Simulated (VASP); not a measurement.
# What goes wrong when CrO2 is relaxed with a bad input

Aim: see how common mistakes in a VASP relaxation show up, on CrO2. The starting structure is a measured crystal structure from the Crystallography Open Database. The first relaxation on each setting starts from this cell expanded by 3 % in volume.

Program: VASP 6.6.1. Level of theory: Kohn-Sham DFT with plane waves and PAW; PBEsol. Results are calculated unless marked as measured.

## (1) The starting structure

It takes space group P4_2/mnm (No. 136, tetragonal). The conventional cell has a = 4.421 Å, b = 4.421 Å, c = 2.917 Å, α = 90.00°, β = 90.00°, γ = 90.00°. Nearest to Cr lie 6 O at 1.88 to 1.92 Å. O has 3 Cr at 1.88 to 1.92 Å nearest. Farther neighbours and most contacts between anions are not listed.

Structure file:

```xyz
6
Lattice="4.4210 0.0000 0.0000 0.0000 4.4210 0.0000 0.0000 0.0000 2.9170" Properties=species:S:1:pos:R:3 pbc="T T T"
Cr    2.2105    2.2105    1.4585
Cr    0.0000    0.0000    0.0000
O     3.5412    0.8798    1.4585
O     3.0903    3.0903    0.0000
O     0.8798    3.5412    1.4585
O     1.3307    1.3307    0.0000
```

## (2) Reference relaxation

This run starts from the cell of an earlier relaxation, which isn't shown; the restart sets up the plane waves anew.

INCAR

```
SYSTEM = CrO2
PREC = Accurate
ENCUT = 520
EDIFF = 1E-06
NELM = 100
ISMEAR = 0
SIGMA = 0.05
LREAL = .FALSE.
ALGO = Normal
GGA = PS
NBANDS = 33
ISPIN = 2
MAGMOM = 3 -3 0 0 0 0
LASPH = .TRUE.
LMAXMIX = 4
LORBIT = 11
LWAVE = .FALSE.
LCHARG = .FALSE.
KPAR = 8
IBRION = 2
NSW = 50
ISIF = 3
EDIFFG = -0.006
```

POSCAR

```
CrO2
1.0
    4.4165384349      0.0000000000      0.0000000000
    0.0000000000      4.4165384349      0.0000000000
    0.0000000000      0.0000000000      2.8577503428
Cr O
2 4
Direct
    0.5000000000      0.5000000000      0.5000000000
    0.0000000000      0.0000000000      0.0000000000
    0.8045093141      0.1954906859      0.5000000000
    0.6954906859      0.6954906859      0.0000000000
    0.1954906859      0.8045093141      0.5000000000
    0.3045093141      0.3045093141      0.0000000000
```

KPOINTS

```
Automatic mesh
0
Gamma
6 6 10
0 0 0
```

The projector-augmented-wave data sets are Cr_pv and O (PBE family, release 64).

On the command line:

```bash
$ mpirun -np 8 vasp_std
```

Log:

```text
[banner, memory and clock lines left out]
running    8 mpi-ranks, on    1 nodes
 distrk:  each k-point on    1 cores,    8 groups
 distr:  one band on    1 cores,    1 groups

 POSCAR found type information on POSCAR CrO
 POSCAR found :  2 types and       6 ions
|                                                                             |
|           W    W    AA    RRRRR   N    N  II  N    N   GGGG   !!!           |
|           W    W   A  A   R    R  NN   N  II  NN   N  G    G  !!!           |
|           W    W  A    A  R    R  N N  N  II  N N  N  G       !!!           |
|           W WW W  AAAAAA  RRRRR   N  N N  II  N  N N  G  GGG   !            |
|           WW  WW  A    A  R   R   N   NN  II  N   NN  G    G                |
|           W    W  A    A  R    R  N    N  II  N    N   GGGG   !!!           |
|                                                                             |
|     For optimal performance we recommend to set                             |
|       NCORE = 2 up to number-of-cores-per-socket                            |
|     NCORE specifies how many cores store one orbital (NPAR=cpu/NCORE).      |
|     This setting can greatly improve the performance of VASP for DFT.       |
|     The default, NCORE=1 might be grossly inefficient on modern             |
|     multi-core architectures or massively parallel machines. Do your        |
|     Unfortunately you need to use the default for GW and RPA                |
|     calculations (for HF NCORE is supported but not extensively tested      |
|     yet).                                                                   |
|                                                                             |

|                                                                             |
|               ----> ADVICE to this user running VASP <----                  |
|                                                                             |
|     You enforced a specific xc type in the INCAR file but a different       |
|     [... a line on the potential file left out ...]
|     I HOPE YOU KNOW WHAT YOU ARE DOING!                                     |
|                                                                             |

 LDA part: xc-table for (Slater+PW92), standard interpolation
 POSCAR, INCAR and KPOINTS ok, starting setup
 FFT: planning ... GRIDC
 FFT: planning ... GRID_SOFT
 FFT: planning ... GRID
 WAVECAR not read
 entering main loop
       N       E                     dE             d eps       ncg     rms          rms(c)
DAV:   1     0.598708461005E+03    0.59871E+03   -0.26165E+04  7920   0.165E+03
DAV:   2    -0.130101811459E+02   -0.61172E+03   -0.56110E+03  8662   0.491E+02
DAV:   3    -0.663222548681E+02   -0.53312E+02   -0.52028E+02  8313   0.157E+02
DAV:   4    -0.674469694434E+02   -0.11247E+01   -0.11191E+01  9266   0.228E+01
DAV:   5    -0.674776734540E+02   -0.30704E-01   -0.30686E-01 10122   0.342E+00    0.450E+01
DAV:   6    -0.596984889746E+02    0.77792E+01   -0.73503E+01  9058   0.933E+01    0.359E+01
DAV:   7    -0.552062686303E+02    0.44922E+01   -0.51099E+01  8802   0.930E+01    0.192E+01
DAV:   8    -0.530108659417E+02    0.21954E+01   -0.54593E+00  8629   0.226E+01    0.723E+00
DAV:   9    -0.527425545100E+02    0.26831E+00   -0.77496E-01 10133   0.942E+00    0.273E+00
DAV:  10    -0.527528776376E+02   -0.10323E-01   -0.13828E-01  9806   0.270E+00    0.166E+00
DAV:  11    -0.527573014776E+02   -0.44238E-02   -0.17652E-02  9814   0.135E+00    0.916E-01
DAV:  12    -0.527527939613E+02    0.45075E-02   -0.63980E-03  9536   0.110E+00    0.342E-01
DAV:  13    -0.527524365069E+02    0.35745E-03   -0.16833E-03 10467   0.388E-01    0.127E-01
DAV:  14    -0.527524427467E+02   -0.62398E-05   -0.12152E-04  9513   0.853E-02    0.696E-02
DAV:  15    -0.527524304102E+02    0.12337E-04   -0.52285E-05  8757   0.910E-02    0.328E-02
DAV:  16    -0.527524240361E+02    0.63741E-05   -0.17698E-05  9652   0.310E-02    0.139E-02
DAV:  17    -0.527524238263E+02    0.20982E-06   -0.11675E-06  4852   0.787E-03
   1 F= -.52752424E+02 E0= -.52749961E+02  d E =-.527524E+02  mag=     0.0000
 curvature:   0.00 expect dE= 0.000E+00 dE for cont linesearch  0.000E+00
 trial: gam= 0.00000 g(F)=  0.453E-06 g(S)=  0.556E-04 ort = 0.000E+00 (trialstep = 0.100E+01)
 search vector abs. value=  0.560E-04
 bond charge predicted
       N       E                     dE             d eps       ncg     rms          rms(c)
DAV:   1    -0.527529595462E+02   -0.53551E-03   -0.13235E-02  7959   0.115E+00    0.248E-01
DAV:   2    -0.527526466615E+02    0.31288E-03   -0.17890E-03  7960   0.592E-01    0.183E-01
DAV:   3    -0.527524017854E+02    0.24488E-03   -0.55774E-04  9587   0.334E-01    0.796E-02
DAV:   4    -0.527523661535E+02    0.35632E-04   -0.24659E-04  8053   0.141E-01    0.196E-02
DAV:   5    -0.527523642846E+02    0.18688E-05   -0.10627E-05  8421   0.260E-02    0.930E-03
DAV:   6    -0.527523637962E+02    0.48847E-06   -0.16364E-06  4891   0.978E-03
   2 F= -.52752364E+02 E0= -.52749902E+02  d E =0.600301E-04  mag=     0.0000
 trial-energy change:    0.000060  1 .order    0.000029   -0.000056    0.000113
 step:   0.1721(harm=  0.3311)  dis= 0.00001  next Energy=   -52.752428 (dE=-0.466E-05)
 bond charge predicted
       N       E                     dE             d eps       ncg     rms          rms(c)
DAV:   1    -0.527528227750E+02   -0.45849E-03   -0.91374E-03  7952   0.962E-01    0.204E-01
DAV:   2    -0.527526193468E+02    0.20343E-03   -0.12189E-03  7920   0.492E-01    0.152E-01
DAV:   3    -0.527524482297E+02    0.17112E-03   -0.37368E-04  9443   0.275E-01    0.643E-02
DAV:   4    -0.527524239670E+02    0.24263E-04   -0.16732E-04  7985   0.114E-01    0.161E-02
DAV:   5    -0.527524222753E+02    0.16917E-05   -0.72020E-06  7935   0.211E-02    0.756E-03
DAV:   6    -0.527524214823E+02    0.79298E-06   -0.10821E-06  4149   0.794E-03
   3 F= -.52752421E+02 E0= -.52749959E+02  d E =0.234395E-05  mag=    -0.0000
 curvature:  -0.16 expect dE=-0.203E-05 dE for cont linesearch -0.180E-05
 trial: gam= 0.00000 g(F)=  0.793E-06 g(S)=  0.122E-04 ort =-0.254E-04 (trialstep = 0.834E+00)
 search vector abs. value=  0.130E-04
 reached required accuracy - stopping structural energy minimisation
```

Wall time 80 s (8 MPI ranks of AMD EPYC 7R43, shared host); peak memory 2.4 GiB.

Lines that name or quote the potential files are left out of all logs, and their timing lines are given in words.

From OUTCAR (step 2):

```text
ion  position               nearest neighbor table
   1  0.500  0.500  0.500-   4 1.88   6 1.88   4 1.88   6 1.88   5 1.90   3 1.90
   2  0.000  0.000  0.000-   3 1.88   5 1.88   3 1.88   5 1.88   4 1.90   6 1.90
   3  0.805  0.195  0.500-   2 1.88   2 1.88   1 1.90
   4  0.695  0.695  0.000-   1 1.88   1 1.88   2 1.90
   5  0.195  0.805  0.500-   2 1.88   2 1.88   1 1.90
   6  0.305  0.305  0.000-   1 1.88   1 1.88   2 1.90

  LATTYP: Found a simple tetragonal cell.
 ALAT       =     4.4165384349
 C/A-ratio  =     0.6470565999

 Subroutine GETGRP returns: Found 16 space group operations
 (whereof  8 operations were pure point group operations)

The static configuration has the point symmetry D_2h.
 The point group associated with its full space group is D_4h.

 Found     60 irreducible k-points:

   k-points           NKPTS =     60   k-points in BZ     NKDIM =     60   number of bands    NBANDS=     33

   dimension x,y,z NGX =    36 NGY =   36 NGZ =   24
   dimension x,y,z NGXF=    72 NGYF=   72 NGZF=   48

   ENCUT  =  520.0 eV  38.22 Ry    6.18 a.u.   8.21  8.21  5.31*2*pi/ulx,y,z

   NELECT =      48.0000    total number of electrons

 k-points in reciprocal lattice and weights: Automatic mesh
   0.00000000  0.00000000  0.00000000       0.003
   0.16666667  0.00000000  0.00000000       0.011
   0.33333333  0.00000000  0.00000000       0.011
   0.50000000  0.00000000  0.00000000       0.006
   0.16666667  0.16666667  0.00000000       0.011
   0.33333333  0.16666667  0.00000000       0.022
   0.50000000  0.16666667  0.00000000       0.011
   0.33333333  0.33333333  0.00000000       0.011
   0.50000000  0.33333333  0.00000000       0.011
[...]
0.50000000  0.33333333  0.50000000       0.011
   0.50000000  0.50000000  0.50000000       0.003

 average (electrostatic) potential at core
       1 -71.3045       2 -71.3045       3 -69.6141       4 -69.6141       5 -69.6141
       6 -69.6141

 E-fermi :   5.7899

 spin component 1
 k-point     1 :       0.0000    0.0000    0.0000
  band No.  band energies     occupation
    ...
     21       4.4716      1.00000
     22       4.7497      1.00000
     23       4.7514      1.00000
     24       5.0003      1.00000
     25       5.7184      0.97836
     26       6.4470      0.00000
     27       6.7316      0.00000
     28       7.8890      0.00000
     29       8.2805      0.00000
     30      10.1074      0.00000
    ...

 k-point     2 :       0.1667    0.0000    0.0000
  band No.  band energies     occupation
    ...
     20       3.7785      1.00000
     21       4.1187      1.00000
     22       4.6945      1.00000
     23       4.9788      1.00000
     24       5.2216      1.00000
     25       5.9323      0.00003
     26       6.7736      0.00000
     27       6.9052      0.00000
     28       8.0789      0.00000
     29       8.1981      0.00000
    ...

 k-point     3 :       0.3333    0.0000    0.0000
  band No.  band energies     occupation
    ...
     20       3.2635      1.00000
     21       3.8498      1.00000
     22       4.3831      1.00000
     23       5.1889      1.00000
     24       5.5360      1.00000
     25       6.2796      0.00000
     26       7.1466      0.00000
     27       7.2505      0.00000
     28       7.9625      0.00000
     29       8.7357      0.00000
    ...

 k-point     4 :       0.5000    0.0000    0.0000
  band No.  band energies     occupation
    ...
     20       2.9322      1.00000
     21       3.9707      1.00000
     22       4.0435      1.00000
     23       5.2698      1.00000
     24       5.6724      0.99955
     25       6.4509      0.00000
     26       7.2559      0.00000
     27       7.4294      0.00000
     28       7.8346      0.00000
     29       9.3067      0.00000
    ...

 k-point     5 :       0.1667    0.1667    0.0000
  band No.  band energies     occupation
    ...
     20       3.7284      1.00000
     21       3.8926      1.00000
     22       4.6945      1.00000
     23       5.0063      1.00000
     24       5.1291      1.00000
     25       6.1441      0.00000
     26       6.5471      0.00000
     27       7.2571      0.00000
     28       8.1263      0.00000
     29       8.3378      0.00000
    ...

 k-point     6 :       0.3333    0.1667    0.0000
  band No.  band energies     occupation
    ...
     20       3.3353      1.00000
     21       3.5390      1.00000
     22       4.3083      1.00000
     23       5.2065      1.00000
     24       5.2165      1.00000
     25       6.4649      0.00000
     26       6.7810      0.00000
     27       7.4377      0.00000
     28       7.9983      0.00000
     29       8.8081      0.00000
    ...

  Total        0.0225281      0.0225281      0.0223653      0.0000000      0.0000000      0.0000000
  in kB        0.6476396      0.6476396      0.6429582      0.0000000      0.0000000      0.0000000
  external PRESSURE =       0.6460791 kB  Pullay stress =       0.0000000 kB

  energy-cutoff  :      520.00
  volume of cell :       55.73
      direct lattice vectors                 reciprocal lattice vectors
     4.416244474 -0.000000000  0.000000000     0.226436740 -0.000000000  0.000000000
     0.000000000  4.416244474  0.000000000     0.000000000  0.226436740  0.000000000
     0.000000000  0.000000000  2.857561337     0.000000000  0.000000000  0.349948744

 POSITION                                       TOTAL-FORCE (eV/Angst)
 -----------------------------------------------------------------------------------
      2.20812      2.20812      1.42878        -0.000000      0.000000     -0.000000
      0.00000      0.00000      0.00000         0.000000      0.000000     -0.000000
      3.55290      0.86334      1.42878        -0.001433      0.001433     -0.000000
      3.07147      3.07147      0.00000         0.001433      0.001433     -0.000000
      0.86334      3.55290      1.42878         0.001433     -0.001433      0.000000
      1.34478      1.34478      0.00000        -0.001433     -0.001433      0.000000
 -----------------------------------------------------------------------------------
    total drift:                               -0.000000      0.000000      0.000000

  FREE ENERGIE OF THE ION-ELECTRON SYSTEM (eV)
  ---------------------------------------------------
  free  energy   TOTEN  =       -52.7524214823 eV

  energy  without entropy=      -52.7474960025  energy(sigma->0) =      -52.74995874

 reached required accuracy - stopping structural energy minimisation

 total charge
# of ion       s       p       d       tot
------------------------------------------
    1        0.371   6.497   4.102  10.970
    2        0.371   6.497   4.102  10.970
    3        1.568   3.454   0.000   5.022
    4        1.568   3.454   0.000   5.022
    5        1.568   3.454   0.000   5.022
    6        1.568   3.454   0.000   5.022
--------------------------------------------------
tot          7.012  26.810   8.205  42.026

 magnetization (x)
# of ion       s       p       d       tot
------------------------------------------
    1        0.011   0.015   1.717   1.743
    2       -0.011  -0.015  -1.717  -1.743
    3        0.001   0.029   0.000   0.030
    4       -0.001  -0.029   0.000  -0.030
    5        0.001   0.029   0.000   0.030
    6       -0.001  -0.029   0.000  -0.030
--------------------------------------------------
tot          0.000   0.000   0.000   0.000

[... 3 further parts left out ...]
```

Another magnetic start on this crystal ends lower by 53 meV an atom at this level, with moments of up to 2.1 μB and 4.0 μB a cell; so the state that PBEsol gives here is not the lowest.

The PAW data sets were made with PBE, which is usual practice but a small mismatch for other functionals. Oxides and halides of Cr are often magnetic insulators, and a metal at this level, without U or exact exchange, may be an artefact. The run keeps the 16 symmetry operations of its start, so it cannot find a distortion of lower symmetry.

The reference relaxation ends at 9.289 Å³ an atom.

## (3) Relaxation with too few ionic steps

A slip made on purpose: too few ionic steps. Against step 2 the input has NSW = 2 (also changed: NELM).

Edit INCAR of step 2 so:

```diff
@@ -4,3 +4,3 @@
 EDIFF = 1E-06
-NELM = 100
+NELM = 60
 ISMEAR = 0
@@ -20,3 +20,3 @@
 IBRION = 2
-NSW = 50
+NSW = 2
 ISIF = 3
```

POSCAR

```
CrO2
1.0
    4.4647751241      0.0000000000      0.0000000000
    0.0000000000      4.4647751241      0.0000000000
    0.0000000000      0.0000000000      2.9458830665
Cr O
2 4
Direct
    0.5000000000      0.5000000000      0.5000000000
    0.0000000000      0.0000000000      0.0000000000
    0.8010000000      0.1990000000      0.5000000000
    0.6990000000      0.6990000000      0.0000000000
    0.1990000000      0.8010000000      0.5000000000
    0.3010000000      0.3010000000      0.0000000000
```

KPOINTS is that of step 2.

On the command line:

```bash
$ mpirun -np 8 vasp_std
```

Log:

```text
[banner, memory and clock lines left out]
running    8 mpi-ranks, on    1 nodes
[...]
[... a notice as in an earlier step ...]

 [... a notice as in an earlier step ...]

 LDA part: xc-table for (Slater+PW92), standard interpolation
 POSCAR, INCAR and KPOINTS ok, starting setup
[...]
entering main loop
       N       E                     dE             d eps       ncg     rms          rms(c)
DAV:   1     0.588178694935E+03    0.58818E+03   -0.26088E+04  7920   0.162E+03
DAV:   2    -0.142529715442E+02   -0.60243E+03   -0.55143E+03  8694   0.484E+02
DAV:   3    -0.666437888870E+02   -0.52391E+02   -0.51107E+02  8410   0.154E+02
DAV:   4    -0.677892316669E+02   -0.11454E+01   -0.11377E+01  9412   0.226E+01
[...]
DAV:  17    -0.525825753362E+02   -0.11630E-05   -0.52810E-06  7406   0.260E-02    0.187E-02
DAV:  18    -0.525825729461E+02    0.23901E-05   -0.31816E-06  8671   0.221E-02    0.547E-03
DAV:  19    -0.525825728165E+02    0.12959E-06   -0.11154E-06  4444   0.958E-03
   1 F= -.52582573E+02 E0= -.52580534E+02  d E =-.525826E+02  mag=    -0.0000
[...]
N       E                     dE             d eps       ncg     rms          rms(c)
DAV:   1    -0.583722552454E+02   -0.57897E+01   -0.15750E+02  7936   0.119E+02    0.267E+01
DAV:   2    -0.537058246783E+02    0.46664E+01   -0.15362E+01  7920   0.459E+01    0.119E+01
DAV:   3    -0.530715006862E+02    0.63432E+00   -0.48326E+00  9968   0.265E+01    0.924E+00
DAV:   4    -0.525440632041E+02    0.52744E+00   -0.16847E+00  7952   0.154E+01    0.178E+00
[...]
DAV:   8    -0.525231133331E+02   -0.47216E-04   -0.36350E-04 10366   0.170E-01    0.724E-02
DAV:   9    -0.525231121736E+02    0.11595E-05   -0.53960E-05  9904   0.654E-02    0.404E-02
DAV:  10    -0.525231123337E+02   -0.16002E-06   -0.72354E-06  9991   0.200E-02
   2 F= -.52523112E+02 E0= -.52520553E+02  d E =0.594605E-01  mag=    -0.0000
 trial-energy change:    0.059460  1 .order    0.106766   -0.664529    0.878062
 step:   0.4767(harm=  0.4308)  dis= 0.00853  next Energy=   -52.746083 (dE=-0.164E+00)
```

Run time: 71 s. Hardware: 8 MPI ranks; peak memory 2.5 GiB.

Parts of OUTCAR (step 3):

```text
  Total        6.3738678      6.3738678      7.8270625     -0.0000000      0.0000000      0.0000000
  in kB      196.3043780    196.3043780    241.0603242     -0.0000000      0.0000000      0.0000000
  external PRESSURE =     211.2230267 kB  Pullay stress =       0.0000000 kB

 POSITION                                       TOTAL-FORCE (eV/Angst)
 -----------------------------------------------------------------------------------
      2.15770      2.15770      1.39672        -0.000000      0.000000     -0.000000
      0.00000     -0.00000      0.00000        -0.000000      0.000000     -0.000000
      3.47394      0.84147      1.39672        -0.325286      0.325286     -0.000000
      2.99918      2.99918      0.00000         0.325286      0.325286     -0.000000
      0.84147      3.47394      1.39672         0.325286     -0.325286     -0.000000
      1.31623      1.31623      0.00000        -0.325286     -0.325286      0.000000
 -----------------------------------------------------------------------------------
    total drift:                                0.000000      0.000000      0.000000

  FREE ENERGIE OF THE ION-ELECTRON SYSTEM (eV)
  ---------------------------------------------------
  free  energy   TOTEN  =       -52.5231123337 eV

  energy  without entropy=      -52.5179941897  energy(sigma->0) =      -52.52055326

 magnetization (x)
# of ion       s       p       d       tot
------------------------------------------
    1        0.010   0.014   1.619   1.643
    2       -0.010  -0.014  -1.619  -1.643
    3        0.001   0.020   0.000   0.021
    4       -0.001  -0.020   0.000  -0.021
    5        0.001   0.020   0.000   0.021
    6       -0.001  -0.020   0.000  -0.021
--------------------------------------------------
tot          0.000   0.000   0.000   0.000

[... 1 part as in an earlier step ...]

[... 2 further parts left out ...]
[key lines of the parts left out:]
E-fermi :   6.8148
```

The relaxation used up its 2 ionic steps (NSW) before forces and stress met EDIFFG.

(Continued in part 2 of 3.)

[Lines on the potential files, build, host, timing and source positions are cut from VASP's logs without a mark.]

[Logs are printed without paths, hosts, clocks, repeated set-up lines and the standing remarks that a program may print on its own settings, such as how far it seeks lower states.]

[Hosts, paths, dates, database ids (printed as entryN), source tags and the programs' standing remarks are cut or masked in the printed files.]
